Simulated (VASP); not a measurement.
A run of VASP 6.6.1 is set up as follows.

File INCAR:

```
PREC = Accurate ; ENCUT = 520
EDIFF = 1E-7 ; ISMEAR = 0
SIGMA = 0.1 ; LREAL = False
LASPH = True ; NELM = 100
ALGO = Normal ; ISIF = 3
LWAVE = False ; LCHARG = False
GGA = PE ; IBRION = 2
NSW = 80 ; EDIFFG = -0.002
```

Contents of KPOINTS:

```
regular mesh
0
Gamma
  16 16 16
```

POSCAR

```
ZrC
1.0
    0.0000000000      2.3650000000      2.3650000000
    2.3650000000      0.0000000000      2.3650000000
    2.3650000000      2.3650000000      0.0000000000
Zr C
1 1
Direct
    0.5000000000      0.5000000000      0.5000000000
    0.0000000000      0.0000000000      0.0000000000
```

Potentials or basis: VASP PAW PBE potentials, release 64 (Zr_sv, C).

Run with:

```console
$ cat potpaw_PBE.64/Zr_sv/POTCAR potpaw_PBE.64/C/POTCAR > POTCAR
$ mpirun -np 1 vasp_std > vasp.out
```

Question: Predict the space group after relaxing (to 0.05 Å).

Answer: Fm-3m (No. 225).

Question: What does it give for the relaxed volume?

Answer: 13.06 Å³/atom.

Question: Estimate the band gap on the k mesh.

Answer: None (metal or under the smearing width).

Question: What does it give for the relaxed cell?

Answer: a = 3.331 Å, b = 3.331 Å, c = 3.331 Å, α = 60.00°, β = 60.00°, γ = 60.00°.

The path:
| step | energy change (eV) | largest force (eV/Å) | pressure (GPa) | volume (Å³) |
| --- | --- | --- | --- | --- |
| 1 | 0.0000 | 0.0000 | -2.70 | 26.46 |
| 2 | 0.0044 | 0.0000 | 4.58 | 25.61 |
| 3 | -0.0028 | 0.0000 | -0.01 | 26.13 |
